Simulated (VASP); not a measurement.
The system is SiC.

```xyz
8
Lattice="3.0757 0.0000 0.0000 -1.5378 2.6636 0.0000 0.0000 0.0000 10.0706" Properties=species:S:1:pos:R:3 pbc="T T T"
Si    1.5378    0.8879    9.4447
Si    0.0000    1.7758    4.4094
Si    0.0000    0.0000    6.9275
Si    0.0000    0.0000    1.8922
C     1.5378    0.8879    7.5510
C     0.0000    1.7758    2.5157
C     0.0000    0.0000    5.0400
C     0.0000    0.0000    0.0046
```

The cell is a database's computed one.

```yaml
Program: VASP 6.6.1
Task: relaxation of cell and atoms
Functional: PBE
Potentials_or_basis: VASP PAW PBE potentials, release 64 (Si, C)
Cutoff: 600 eV
k_mesh: 11 × 11 × 3
Occupations: gaussian, width 0.02 eV
Spin: no spin polarisation
```

At the start: pressure 3.7 GPa; volume 10.31 Å³/atom.

Task: How do energy, volume and symmetry change on relaxing?

Result: Over 7 steps the energy falls by 2.0 meV/atom and the volume is 10.49 Å³/atom (+1.7 %); space group P6_3mc (No. 186, to 0.05 Å).

The path:
| step | energy change (eV) | largest force (eV/Å) | pressure (GPa) | volume (Å³) |
| --- | --- | --- | --- | --- |
| 1 | 0.0000 | 0.0054 | 3.72 | 82.50 |
| 2 | 0.0009 | 0.0171 | -3.60 | 85.40 |
| 3 | -0.0161 | 0.0065 | 0.00 | 83.91 |
| 4 | -0.0161 | 0.0063 | 0.07 | 83.88 |
| 5 | -0.0161 | 0.0045 | 0.07 | 83.89 |
| 6 | -0.0161 | 0.0007 | 0.07 | 83.89 |
| 7 | -0.0161 | 0.0002 | 0.04 | 83.90 |

Final structure:
```xyz
8
Lattice="3.0931 0.0000 0.0000 -1.5465 2.6787 0.0000 0.0000 0.0000 10.1261" Properties=species:S:1:pos:R:3 pbc="T T T"
Si    1.5465    0.8929    9.4967
Si    0.0000    1.7858    4.4337
Si   -1.5465    2.6787    6.9657
Si    0.0000    0.0000    1.9027
C     1.5465    0.8929    7.5926
C     0.0000    1.7858    2.5296
C     0.0000    0.0000    5.0676
C     0.0000    0.0000    0.0045
```
